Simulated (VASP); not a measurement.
Level of theory: PBEsol GGA, VASP's PBE PAW potentials (set 64) (plane waves; VASP).

VASP input:

### INCAR
```
! general
SYSTEM  = SnTe
PREC    = Accurate
ENCUT   = 480   ! plane-wave cut-off (eV)
LREAL   = .FALSE.   ! projection in real space or not
LASPH   = .TRUE.   ! aspherical one-centre terms

! electronic loop
EDIFF   = 1E-7   ! SCF stop (eV)
NELM    = 100   ! most electronic steps
ALGO    = Normal   ! blocked Davidson
LMAXMIX = 4

! smearing
ISMEAR  = 0
SIGMA   = 0.05   ! width (eV)

! functional
GGA     = PS   ! PBEsol

! ions
ISIF    = 2

! output
LWAVE   = .FALSE.
LCHARG  = .FALSE.
```

File KPOINTS:
```
Regular mesh
0
G
 8 8 8
0 0 0
```

### POSCAR
```
SnTe
1
   -0.0078563509     3.1425403438     3.1425403438
    3.1346839930     0.0000000000     3.1346839930
    3.1425403438     3.1425403438    -0.0078563509
Sn Te
1 1
Direct
  0.0000000000   0.0000000000   0.0000000000
  0.5000000000   0.5000000000   0.5000000000
```

POTCAR, in this order: Sn_d Te (PBE.64 set). Program: vasp_std.

Task: What will the output report for the number of irreducible k-points (NKPTS), number of bands (NBANDS), largest plane-wave count, number of space-group operations, FFT grid (NGX, NGY, NGZ)?

Result: 
```
Property                                      Result
--------------------------------------  ------------
number of irreducible k-points (NKPTS)            95
number of bands (NBANDS)                          14
largest plane-wave count                        1508
number of space-group operations                   8
FFT grid (NGX, NGY, NGZ)                32 × 32 × 32
```

The compound is SnTe in the rock salt structure, which distorts at low temperature. This cell was strained or had an atom moved on purpose.
